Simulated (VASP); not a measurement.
Data:

```
CELL_PARAMETERS angstrom
      0.00000     3.15122     3.15122
      3.15122     0.00000     3.15122
      3.15122     3.15122     0.00000
ATOMIC_POSITIONS crystal
  Ba 0.00000 0.00000 0.00000
  S  0.50000 0.50000 0.50000
```

Level of theory: LDA (Ceperley-Alder, Perdew-Zunger), VASP's LDA PAW potentials (set 64) (plane waves; VASP 6.6.1). Run with 400 eV cut-off, 8×8×8 Γ-centred mesh, tetrahedra with Blöchl corrections, potentials Ba_sv S.

Unless said otherwise, spin-orbit coupling is left out, though it shifts the bands of the heavy elements here.

Task: Tabulate the total density of states (states/eV per cell) against energy (eV; zero at the valence-band maximum or, without a gap, the Fermi level).

Result: 
```csv
E (eV),DOS (states/eV)
-9.90,0.75
-9.55,3.26
-9.08,1.00
-8.72,0.00
-8.37,0.00
-8.01,0.00
-7.54,0.00
-7.19,0.00
-6.83,0.00
-6.36,0.00
-6.00,0.00
-5.65,0.00
-5.30,0.00
-4.82,0.00
-4.47,0.00
-4.11,0.00
-3.64,0.00
-3.29,0.00
-2.93,0.00
-2.58,0.00
-2.11,0.01
-1.75,1.33
-1.40,2.56
-1.04,4.65
-0.57,6.52
-0.22,1.87
0.14,0.00
0.61,0.00
0.97,0.00
1.32,0.00
1.67,0.00
2.15,0.19
2.50,0.41
2.86,0.56
3.33,0.92
3.68,1.28
4.04,1.32
4.39,1.30
4.86,1.44
5.22,2.08
```
Within 2 eV below the valence-band maximum the largest weight inside VASP's projection spheres is S p.

The structure comes from a computed database's BaS entry (Fm-3m); how it stands against other phases isn't given here. It was relaxed first, which changed the volume by -7 %.
